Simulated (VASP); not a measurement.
A convergence study with VASP on GaN (zinc blende): one setting is varied, all else stays as given below, so the limit is that of these other settings. Each run relaxes cell and ions from the cell shown. The basis is that of the starting cell, so low cut-offs carry a Pulay error.

```
GaN
1.0
    0.00000     2.26000     2.26000
    2.26000     0.00000     2.26000
    2.26000     2.26000     0.00000
Ga N
1 1
Direct
  0.00000   0.00000   0.00000
  0.25000   0.25000   0.25000
```

Method: PBEsol GGA, VASP's PBE PAW potentials (set 64) (plane waves; VASP 6.6.1). The tightest run used: 800 eV cut-off, 8×8×8 Γ-centred mesh, Gaussian smearing of 0.050 eV, potentials Ga_d N.

Gaps are read on the run's mesh, which can miss a band edge.

| setting | relaxed volume (Å³/atom) | E (eV/atom) | gap on the mesh (eV) | plane waves |
|---|---|---|---|---|
| ENCUT = 250 | 9.990 | -6.7992 | 2.191 | 212 |
| ENCUT = 300 | 10.594 | -6.6318 | 2.106 | 290 |
| ENCUT = 350 | 10.942 | -6.5732 | 1.937 | 360 |
| ENCUT = 400 | 11.195 | -6.5674 | 1.813 | 444 |

Problem. These are the cheaper rows. Estimate the results at ENCUT = 800, and how far the last row shown lies from them.

Solution. 
```json
[
 {"quantity": "relaxed volume (Å³/atom)", "tightest run": "11.364", "last row shown is off by": "-0.169"},
 {"quantity": "E (eV/atom)", "tightest run": "-6.5649", "last row shown is off by": "-0.0025"},
 {"quantity": "gap on the mesh (eV)", "tightest run": "1.730", "last row shown is off by": "0.083"}
]
```

Left out are rungs that failed or repeat a setting and relaxations that didn't move; long series are thinned to 24 rows.

The compound is GaN in the zinc blende structure, a metastable form; wurtzite is the usual one.
